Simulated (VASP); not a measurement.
Here is the system:

```xyz
4
Lattice="-1.7364 1.7364 5.8712 1.7364 -1.7364 5.8712 1.7364 1.7364 -5.8712" Properties=species:S:1:pos:R:3 pbc="T T T"
Nb     0.0000     0.0000     8.7942
Nb     1.7364     0.0000     5.8586
As     0.0000     0.0000     1.9618
As     0.0000     1.7364     4.8974
```

Method: PBE GGA, VASP's PBE PAW potentials (set 64) (plane waves; VASP 6.6.1). Numerical set-up: 400 eV cut-off, 8×8×8 Γ-centred mesh, Gaussian smearing of 0.050 eV, potentials Nb_sv As.

Question: Estimate the energy per atom (σ→0), band gap (on the k-mesh) with the smallest direct gap where there is one.

Answer: 
| Property | Result |
|---|---|
| band gap (on the k-mesh) | none (metal, semimetal or under 0.01 eV) |
| energy per atom (σ→0) | -8.130 eV/atom |

Total energies compare only between runs with the same potentials, cut-off and functional.

The structure was generated: NbAs was put into the NbAs type (I4_1md), which need not be its known phase. It was relaxed first. The k-mesh is coarse (spacing up to 0.32 per Å, 2π included), so the numbers may not be converged in it.
